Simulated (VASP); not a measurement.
Level of theory: PBE GGA, VASP's PBE PAW potentials (set 64) (plane waves; VASP 6.6.1).

The input files of a VASP run:

**POSCAR**
```
CoSn
5.246040
  1.0000000000   0.0000000000   0.0000000000
 -0.5000000000   0.8660254211   0.0000000000
  0.0000000000   0.0000000000   0.7982382902
Co Sn
3 3
direct
  0.0000000000   0.5000000000   0.0000000000
  0.5000000000   0.0000000000   0.0000000000
  0.5000000000   0.5000000000   0.0000000000
  0.6666670000   0.3333330000   0.5000000000
  0.3333330000   0.6666670000   0.5000000000
  0.0000000000   0.0000000000   0.0000000000
```

### INCAR
```
PREC=Accurate
SYSTEM=CoSn
LMAXMIX=4   ! l cut-off of mixed one-centre charges
EDIFF=1E-6   ! SCF stop (eV)
ENCUT=300
LWAVE=.False.
LASPH=.True.
ISIF=2   ! forces and stress, cell fixed
LREAL=.False.   ! projection in real space or not
ISMEAR=0   ! Gaussian
ALGO=Normal
SIGMA=0.1   ! width (eV)
LCHARG=.False.
GGA=PE   ! PBE
NELM=100
```

File KPOINTS:
```
K-points
0
Gamma
 2 2 2
```

POTCAR, in this order: Co Sn_d (PBE.64 set). Program: vasp_std.

The run wrote:

**OSZICAR**
```
       N       E                     dE             d eps       ncg     rms          rms(c)
DAV:   1     0.570309420023E+03    0.57031E+03   -0.22808E+04   344   0.191E+03
DAV:   2     0.432178181867E+02   -0.52709E+03   -0.51598E+03   328   0.510E+02
DAV:   3    -0.328310482382E+02   -0.76049E+02   -0.74330E+02   346   0.192E+02
DAV:   4    -0.361442452084E+02   -0.33132E+01   -0.32813E+01   408   0.448E+01
DAV:   5    -0.362442643995E+02   -0.10002E+00   -0.99624E-01   455   0.668E+00    0.146E+01
DAV:   6    -0.370656613813E+02   -0.82140E+00   -0.35872E+01   380   0.474E+01    0.145E+01
DAV:   7    -0.338872183039E+02    0.31784E+01   -0.20181E+01   390   0.349E+01    0.513E+00
DAV:   8    -0.336662817958E+02    0.22094E+00   -0.14414E+00   367   0.774E+00    0.190E+00
DAV:   9    -0.336330458297E+02    0.33236E-01   -0.18524E-01   413   0.427E+00    0.571E-01
DAV:  10    -0.336275456155E+02    0.55002E-02   -0.13424E-02   374   0.922E-01    0.373E-01
DAV:  11    -0.336251844623E+02    0.23612E-02   -0.64732E-03   389   0.448E-01    0.199E-01
DAV:  12    -0.336249461787E+02    0.23828E-03   -0.13660E-03   382   0.338E-01    0.603E-02
DAV:  13    -0.336249964207E+02   -0.50242E-04   -0.14528E-04   414   0.790E-02    0.195E-02
DAV:  14    -0.336249967453E+02   -0.32459E-06   -0.18993E-05   430   0.376E-02    0.539E-03
DAV:  15    -0.336249975527E+02   -0.80741E-06   -0.44042E-06   358   0.169E-02
   1 F= -.33624998E+02 E0= -.33612510E+02  d E =-.249746E-01
```

**OUTCAR**
```
------------------------ aborting loop because EDIFF is reached ----------------------------------------
  FORCE on cell =-STRESS in cart. coord.  units (eV):
  Direction    XX          YY          ZZ          XY          YZ          ZX
  --------------------------------------------------------------------------------------
  Total        1.1591182      1.1591183      1.9876758     -0.0000000      0.0000000      0.0000000
  in kB       18.6071700     18.6071708     31.9078941     -0.0000000      0.0000000      0.0000000
  external PRESSURE =      23.0407450 kB  Pullay stress =       0.0000000 kB
  volume of cell :       99.81
      direct lattice vectors                 reciprocal lattice vectors
     5.246040000  0.000000000  0.000000000     0.190619972  0.110054490  0.000000000
    -2.623020000  4.543204000  0.000000000     0.000000000  0.220108980  0.000000000
     0.000000000  0.000000000  4.187590000     0.000000000  0.000000000  0.238800838
 POSITION                                       TOTAL-FORCE (eV/Angst)
 -----------------------------------------------------------------------------------
     -1.31151      2.27160      0.00000        -0.000000      0.000000      0.000000
      2.62302      0.00000      0.00000        -0.000000      0.000000      0.000000
      1.31151      2.27160      0.00000        -0.000000      0.000000      0.000000
      2.62302      1.51440      2.09380        -0.000000      0.000000      0.000000
     -0.00000      3.02880      2.09380         0.000000     -0.000000      0.000000
      0.00000      0.00000      0.00000        -0.000000      0.000000      0.000000
 -----------------------------------------------------------------------------------
    total drift:                                0.000000      0.000000      0.000000
  FREE ENERGIE OF THE ION-ELECTRON SYSTEM (eV)
  ---------------------------------------------------
  free  energy   TOTEN  =       -33.6249975527 eV

  energy  without entropy=      -33.6000229216  energy(sigma->0) =      -33.61251024
```
(Selected blocks of OUTCAR.)

OUTCAR:
```
 val. band max:        9.9046938797   @ k =   0.5000   0.0000   0.5000

 cond. band min:       9.9965382631   @ k =   0.0000   0.0000   0.5000


 Fermi energy:         9.9256552316

 k-point     1 :       0.0000    0.0000    0.0000
  band No.  band energies     occupation
      1     -11.4006      2.00000
      2     -11.2763      2.00000
      3     -11.2763      2.00000
      4     -11.1278      2.00000
      5     -11.1278      2.00000
      6     -11.0928      2.00000
      7     -11.0928      2.00000
      8     -11.0605      2.00000
      9     -11.0376      2.00000
     10     -11.0376      2.00000
     11     -11.0016      2.00000
     12     -11.0016      2.00000
     13     -10.9470      2.00000
     14     -10.9470      2.00000
     15     -10.8952      2.00000
     16      -1.3055      2.00000
     17       3.3565      2.00000
     18       4.9792      2.00000
     19       6.0689      2.00000
     20       6.0689      2.00000
     21       6.7072      2.00000
     22       7.0705      2.00000
     23       7.5003      2.00000
     24       7.5004      2.00000
     25       7.6253      2.00000
     26       8.0609      2.00000
     27       8.0609      2.00000
     28       8.5252      2.00000
     29       8.5253      2.00000
     30       9.5605      2.00000
     31       9.5606      2.00000
     32       9.6716      1.99967
     33       9.7012      1.99850
     34       9.7012      1.99850
     35      10.5204      0.00000
     36      10.7408      0.00000
     37      11.5296      0.00000
     38      11.5297      0.00000
     39      13.1429      0.00000
     40      13.8181      0.00000
     41      15.4133      0.00000

 k-point     2 :       0.5000    0.0000    0.0000
  band No.  band energies     occupation
      1     -11.3930      2.00000
      2     -11.2807      2.00000
      3     -11.2710      2.00000
      4     -11.1914      2.00000
      5     -11.1818      2.00000
      6     -11.0876      2.00000
      7     -11.0846      2.00000
...
```

At this cut-off the stress carries a Pulay error, which pulls relaxed volumes low.  Unless said otherwise, spin-orbit coupling is left out, though it shifts the bands of the heavy elements here.

The structure comes from a computed database's CoSn entry; how it stands against other phases isn't given here. The cell was not relaxed at this level. The k-mesh is coarse (spacing up to 0.75 per Å, 2π included), so the numbers may not be converged in it. The run is one of a series of settings (KPOINTS 2×2×2 Γ-centred mesh against the base run), some of them coarse on purpose. The run is not spin-polarised, so no magnetic state was tried. The electron count is odd and the run is not spin-polarised, which forces a metal.
